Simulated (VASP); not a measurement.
Here is the system:

```
ZnS
1.0
    0.00000     2.72199     2.72199
    2.72199     0.00000     2.72199
    2.72199     2.72199     0.00000
Zn S
1 1
Cartesian
  0.00000   0.00000   0.00000
  1.36100   1.36100   1.36100
```

The numbers are results of PW91 GGA, VASP's PBE PAW potentials (set 64) (plane waves; VASP), not measurements. Settings: 520 eV cut-off, Gaussian smearing of 0.050 eV, potentials Zn S.

Problem. Give the energies of bands 2 to 12 at the high-symmetry points, in eV from the valence-band maximum.

Solution. 
| band | Γ | X | U | L | W |
|---|---|---|---|---|---|
| 2 | -6.29 | -6.29 | -6.20 | -6.18 | -6.16 |
| 3 | -6.29 | -5.97 | -6.03 | -6.18 | -6.03 |
| 4 | -6.29 | -5.97 | -5.92 | -5.79 | -5.87 |
| 5 | -5.82 | -5.75 | -5.79 | -5.79 | -5.86 |
| 6 | -5.82 | -5.61 | -5.49 | -5.63 | -5.44 |
| 7 | 0.00 | -4.48 | -4.51 | -5.14 | -4.48 |
| 8 | 0.00 | -2.14 | -3.00 | -0.83 | -2.64 |
| 9 | 0.00 | -2.14 | -1.74 | -0.83 | -2.63 |
| 10 | 2.00 | 3.45 | 4.14 | 3.26 | 5.70 |
| 11 | 6.41 | 4.07 | 5.91 | 6.94 | 5.93 |
| 12 | 6.41 | 10.80 | 9.33 | 6.94 | 7.82 |

The gap is direct, 2.01 eV, from the valence maximum at Γ to the conduction minimum at Γ.

Measured: gap 3.94 eV (computed value off by -1.93 eV), as given by Wei Chen et al., Physical Review Materials (2018), doi:10.1103/physrevmaterials.2.073803 [zero-point renormalisation of 0.1 eV added back (the table's ZPR column)].

The compound is ZnS in the zinc blende structure. It was relaxed first.
